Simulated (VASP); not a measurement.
# B2Pt (Fd-3m) in VASP: reference runs

Reference runs on B2Pt: the cell as given.

Program: VASP 6.6.1. These are calculated values, not measurements. Logs are shortened: lines on timing, memory, paths and dates and some standing lists are left out, and cuts for length are marked.

### Step 1. The structure

Symmetry: Fd-3m, No. 227, cubic system. Conventional cell: a = 6.469 Å, b = 6.469 Å, c = 6.469 Å, α = 90.00°, β = 90.00°, γ = 90.00°. B (site symmetry -3m) is surrounded by 6 B at 2.29 Å. Pt (site symmetry -43m) is surrounded by 12 B at 2.68 Å and 4 Pt at 2.80 Å.

The cell was built by a generator and needn't be a form met in nature.

### Step 2. Single point, PBE

File INCAR:

```
  ALGO = Normal
  EDIFF = 1E-7
  ENCUT = 520
  GGA = PE
  ISIF = 2
  ISMEAR = -1
  LASPH = T
  LCHARG = F
  LREAL = F
  LWAVE = F
  NBANDS = 25
  NELM = 100
  PREC = Accurate
  SIGMA = 0.05
```

File KPOINTS:

```
k-points
0
Gamma
  7 7 7
```

File POSCAR:

```
B2Pt
1.0
    0.0000000000      3.2343448700      3.2343448700
    3.2343448700      0.0000000000      3.2343448700
    3.2343448700      3.2343448700      0.0000000000
B Pt
4 2
Direct
    0.1250000000      0.1250000000      0.1250000000
    0.6250000000      0.1250000000      0.1250000000
    0.1250000000      0.1250000000      0.6250000000
    0.1250000000      0.6250000000      0.1250000000
    0.5000000000      0.5000000000      0.5000000000
    0.7500000000      0.7500000000      0.7500000000
```

Potentials or basis: VASP PAW PBE potentials, release 64 (B, Pt).

Command:

```bash
> cat potpaw_PBE.64/B/POTCAR potpaw_PBE.64/Pt/POTCAR > POTCAR
> mpirun -np 1 vasp_std > vasp.out
```

OUTCAR:

```text
EDIFF = 1E-7
   ENCUT = 520
   GGA = PE
   ISIF = 2
   ISMEAR = -1
   LASPH = T
   LREAL = F
   NELM = 100
   PREC = Accurate

 ion  position               nearest neighbor table
   1  0.125  0.125  0.125-   6 2.68   6 2.68   6 2.68   5 2.68   5 2.68   5 2.68
   2  0.625  0.125  0.125-   5 2.68   6 2.68   6 2.68   6 2.68   5 2.68   5 2.68
   3  0.125  0.125  0.625-   5 2.68   6 2.68   6 2.68   6 2.68   5 2.68   5 2.68
   4  0.125  0.625  0.125-   5 2.68   6 2.68   6 2.68   6 2.68   5 2.68   5 2.68
   5  0.500  0.500  0.500-   2 2.68   3 2.68   4 2.68   1 2.68   2 2.68   3 2.68   1 2.68   2 2.68
                             4 2.68   1 2.68   3 2.68   4 2.68   6 2.80   6 2.80   6 2.80   6 2.80
   6  0.750  0.750  0.750-   2 2.68   3 2.68   4 2.68   1 2.68   2 2.68   4 2.68   1 2.68   2 2.68
                             3 2.68   1 2.68   3 2.68   4 2.68   5 2.80   5 2.80   5 2.80   5 2.80

  LATTYP: Found a face centered cubic cell.
 ALAT       =     6.4686897400

  Lattice vectors:

 A1 = (   0.0000000000,   3.2343448700,   3.2343448700)
 A2 = (   3.2343448700,   0.0000000000,   3.2343448700)
 A3 = (   3.2343448700,   3.2343448700,   0.0000000000)

Analysis of symmetry for initial positions (statically):
=====================================================================
 Subroutine PRICEL returns:
 Original cell was already a primitive cell.

 Routine SETGRP: Setting up the symmetry group for a
 face centered cubic supercell.

 Subroutine GETGRP returns: Found 48 space group operations
 (whereof 24 operations were pure point group operations)
 out of a pool of 48 trial point group operations.

The static configuration has the point symmetry T_d .
 The point group associated with its full space group is O_h .

Analysis of symmetry for dynamics (positions and initial velocities):
=====================================================================
 Subroutine PRICEL returns:
 Original cell was already a primitive cell.

 Routine SETGRP: Setting up the symmetry group for a
 face centered cubic supercell.

 Subroutine GETGRP returns: Found 48 space group operations
 (whereof 24 operations were pure point group operations)
 out of a pool of 48 trial point group operations.

The dynamic configuration has the point symmetry T_d .
 The point group associated with its full space group is O_h .

 Subroutine INISYM returns: Found 48 space group operations
 (whereof 24 operations are pure point group operations),
 and found     1 'primitive' translations

----------------------------------------------------------------------------------------

                                     Primitive cell

  volume of cell :      67.6689

  direct lattice vectors                    reciprocal lattice vectors
     0.000000000  3.234344870  3.234344870    -0.154590812  0.154590812  0.154590812
     3.234344870  0.000000000  3.234344870     0.154590812 -0.154590812  0.154590812
     3.234344870  3.234344870  0.000000000     0.154590812  0.154590812 -0.154590812

  length of vectors
     4.574054381  4.574054381  4.574054381     0.267759141  0.267759141  0.267759141

  position of ions in fractional coordinates (direct lattice)
     0.125000000  0.125000000  0.125000000
     0.625000000  0.125000000  0.125000000
     0.125000000  0.125000000  0.625000000
     0.125000000  0.625000000  0.125000000
     0.500000000  0.500000000  0.500000000
     0.750000000  0.750000000  0.750000000

  ion indices of the primitive-cell ions
   primitive index   ion index
                 1           1
                 2           2
                 3           3
                 4           4
                 5           5
                 6           6

----------------------------------------------------------------------------------------

 KPOINTS: k-points

Automatic generation of k-mesh.
 Grid dimensions read from file:
 generate k-points for:    7    7    7

 Generating k-lattice:

  Cartesian coordinates                     Fractional coordinates (reciprocal lattice)
    -0.022084402  0.022084402  0.022084402     0.142857143  0.000000000  0.000000000
     0.022084402 -0.022084402  0.022084402     0.000000000  0.142857143  0.000000000
     0.022084402  0.022084402 -0.022084402     0.000000000  0.000000000  0.142857143

  Length of vectors
     0.038251306  0.038251306  0.038251306

  Shift w.r.t. Gamma in fractional coordinates (k-lattice)
     0.000000000  0.000000000  0.000000000

 Subroutine IBZKPT returns following result:
 ===========================================

 Found     20 irreducible k-points:

 Following reciprocal coordinates:
            Coordinates               Weight
  0.000000  0.000000  0.000000      1.000000
  0.142857  0.000000  0.000000      8.000000
  0.285714  0.000000  0.000000      8.000000
  0.428571  0.000000  0.000000      8.000000
  0.142857  0.142857  0.000000      6.000000
  0.285714  0.142857  0.000000     24.000000
[... 12 lines left out ...]
 -0.428571  0.428571  0.142857     24.000000
 -0.285714  0.428571  0.142857     24.000000
   k-points           NKPTS =     20   k-points in BZ     NKDIM =     20   number of bands    NBANDS=     25
   number of dos      NEDOS =    301   number of ions     NIONS =      6
   total plane-waves  NPLWV =  46656
   dimension x,y,z NGX =    36 NGY =   36 NGZ =   36
   dimension x,y,z NGXF=    72 NGYF=   72 NGZF=   72
   ions per type =               4   2
   NGX,Y,Z   is equivalent  to a cutoff of  13.08, 13.08, 13.08 a.u.
   NGXF,Y,Z  is equivalent  to a cutoff of  26.17, 26.17, 26.17 a.u.
 SYSTEM =  unknown system
   PREC   = accura    normal or accurate (medium, high low for compatibility)
   ISTART =      0    job   : 0-new  1-cont  2-samecut
   ICHARG =      2    charge: 1-file 2-atom 10-const
   ISPIN  =      1    spin polarized calculation?
   LNONCOLLINEAR =      F non collinear calculations
   LSORBIT =      F    spin-orbit coupling
   LASPH  =      T    aspherical Exc in radial PAW
   ENCUT  =  520.0 eV  38.22 Ry    6.18 a.u.   8.50  8.50  8.50*2*pi/ulx,y,z
   NELM   =    100;   NELMIN=  2; NELMDL= -5     # of ELM steps
   EDIFF  = 0.1E-06   stopping-criterion for ELM
   LREAL  =      F    real-space projection
   EDIFFG = 0.1E-05   stopping-criterion for IOM
   NSW    =      0    number of steps for IOM
   IBRION =     -1    ionic relax: 0-MD 1-quasi-New 2-CG
   NFREE  =      0    steps in history (QN), initial steepest desc. (CG)
   ISIF   =      2    stress and relaxation
   ISYM   =      2    0-nonsym 1-usesym 2-fastsym
   POTIM  = 0.5000    time-step for ionic-motion
   TEBEG  =    0.0;   TEEND  =   0.0 temperature during run
   PSTRESS=    0.0 pullay stress
   NELECT =      32.0000    total number of electrons
   NUPDOWN=      -1.0000    fix difference up-down
   EMIN   =  10.00;   EMAX   =-10.00  energy-range for DOS
   EFERMI =   0.00;   METHOD = LEGACY
   ISMEAR =    -1;   SIGMA  =   0.05  broadening in eV -4-tet -1-fermi 0-gaus
   EFERMI_NEDOS =   21; number of points for ismear=-14 and -15
   IALGO  =     38    algorithm
   IMIX   =      4    mixing-type and parameters
     AMIX     =   0.40;   BMIX     =  1.00
     AMIX_MAG =   1.60;   BMIX_MAG =  1.00
  volume/ion in A,a.u.               =      11.28        76.11
  Fermi-wavevector in a.u.,A,eV,Ry     =   1.275445  2.410242 22.133423  1.626761
  Thomas-Fermi vector in A             =   2.408157
   LORBIT       =      0    0 simple, 1 ext, 2 COOP (PROOUT), +10 PAW based schemes
   GGA     = PE    functional components
   LHFCALC =     F    Hartree Fock is set to
   AEXX    =    0.0000 exact exchange contribution
   IVDW    =     0    specifies the selected vdW correction
   LEPSILON=     F    determine dielectric tensor
   LRPA    =     F    only Hartree local field effects (RPA)
 non-spin polarized calculation
  energy-cutoff  :      520.00
  volume of cell :       67.67
 maximum number of plane-waves:      1841
 NGX is ok and might be reduce to    36
   NGX = 17   NGY = 17   NGZ = 17

 number of electron      32.0000003 magnetization

 Free energy of the ion-electron system (eV)
  ---------------------------------------------------
  ext. energy  EPLUGINS =         0.00000000
  ---------------------------------------------------
  free energy    TOTEN  =       -30.82284650 eV

  energy without entropy =      -30.78916973  energy(sigma->0) =      -30.80600811

 E-fermi :   8.3663     XC(G=0): -12.2053

 val. band max:        8.3197191352   @ k =   0.2857   0.1429   0.0000
 cond. band min:       8.3709761728   @ k =   0.4286   0.0000   0.0000
 fundamental gap:      0.0512570376
 Fermi energy:         8.3662812598

 k-point     1 :       0.0000    0.0000    0.0000
  band No.  band energies     occupation
      1      -4.9149      2.00000
      2       2.0642      2.00000
      3       2.2247      2.00000
      4       2.2247      2.00000
      5       2.6638      2.00000
      6       2.6638      2.00000
[... 17 lines left out ...]
     24      13.3837      0.00000
     25      14.9181      0.00000

 k-point     2 :       0.1429    0.0000    0.0000
  band No.  band energies     occupation
      1      -4.7093      2.00000
      2       1.0532      2.00000
      3       1.9205      2.00000
      4       1.9205      2.00000
      5       2.2490      2.00000
      6       2.7084      2.00000
[... 17 lines left out ...]
     24      14.1752      0.00000
     25      14.9042      0.00000

 k-point     3 :       0.2857    0.0000    0.0000
  band No.  band energies     occupation
      1      -4.1173      2.00000
      2      -0.3810      2.00000
      3       1.5754      2.00000
      4       1.5754      2.00000
      5       1.9705      2.00000
      6       2.9590      2.00000
[... 440 lines left out ...]
 k-point    19 :      -0.4286    0.4286    0.1429
  band No.  band energies     occupation
      1      -2.6177      2.00000
      2      -1.6630      2.00000
      3       0.3988      2.00000
      4       1.0205      2.00000
      5       2.6575      2.00000
      6       2.6812      2.00000
[... 17 lines left out ...]
     24      14.1232      0.00000
     25      14.4042      0.00000

 k-point    20 :      -0.2857    0.4286    0.1429
  band No.  band energies     occupation
      1      -2.3181      2.00000
      2      -1.8297      2.00000
      3      -0.0306      2.00000
      4       0.9422      2.00000
      5       2.5606      2.00000
      6       3.2261      2.00000
[... 17 lines left out ...]
     24      14.5654      0.00000
     25      14.5936      0.00000

------------------------ aborting loop because EDIFF is reached ----------------------------------------

  FORCE on cell =-STRESS in cart. coord.  units (eV):
  Direction    XX          YY          ZZ          XY          YZ          ZX
  --------------------------------------------------------------------------------------
  -------------------------------------------------------------------------------------
  Total      -11.6485658    -11.6485658    -11.6485658     -0.0000000      0.0000000      0.0000000
  in kB     -275.7998759   -275.7998759   -275.7998759     -0.0000000      0.0000000      0.0000000
  external PRESSURE =    -275.7998759 kB  Pullay stress =       0.0000000 kB

 VOLUME and BASIS-vectors are now :
 -----------------------------------------------------------------------------
  energy-cutoff  :      520.00
  volume of cell :       67.67
      direct lattice vectors                 reciprocal lattice vectors
     0.000000000  3.234344870  3.234344870    -0.154590812  0.154590812  0.154590812
     3.234344870  0.000000000  3.234344870     0.154590812 -0.154590812  0.154590812
     3.234344870  3.234344870  0.000000000     0.154590812  0.154590812 -0.154590812

 POSITION                                       TOTAL-FORCE (eV/Angst)
 -----------------------------------------------------------------------------------
      0.80859      0.80859      0.80859         0.000000      0.000000      0.000000
      0.80859      2.42576      2.42576         0.000000      0.000000      0.000000
      2.42576      2.42576      0.80859         0.000000      0.000000      0.000000
      2.42576      0.80859      2.42576         0.000000      0.000000      0.000000
      3.23434      3.23434      3.23434         0.000000      0.000000      0.000000
      4.85152      4.85152      4.85152        -0.000000     -0.000000     -0.000000
 -----------------------------------------------------------------------------------
    total drift:                                0.000000      0.000000      0.000000

  FREE ENERGIE OF THE ION-ELECTRON SYSTEM (eV)
  ---------------------------------------------------
  free  energy   TOTEN  =       -30.8228464983 eV

  energy  without entropy=      -30.7891697316  energy(sigma->0) =      -30.80600811
```

Wall time 29 s (1 thread of Intel Xeon Platinum 8488C (Sapphire Rapids), shared host); peak memory 0.2 GiB.

What came out:

* Free energy: -30.8228 eV
* Pressure: -27.6 GPa
* Band gap on the k mesh: none (metal or under the smearing width)

Levels at points of the mesh, in eV from the Fermi level:
```csv
k point,band 13,band 14,band 15,band 16,band 17,band 18,band 19,band 20
"(0.00, 0.00, 0.00)",-0.98,-0.98,-0.98,-0.80,0.76,0.76,0.76,2.88
```

Caveat: so large a pressure means that the cell lies far from this level's equilibrium, or that cutoff or potentials fall short. Spin-orbit coupling is left out, which matters for the levels of Pt.
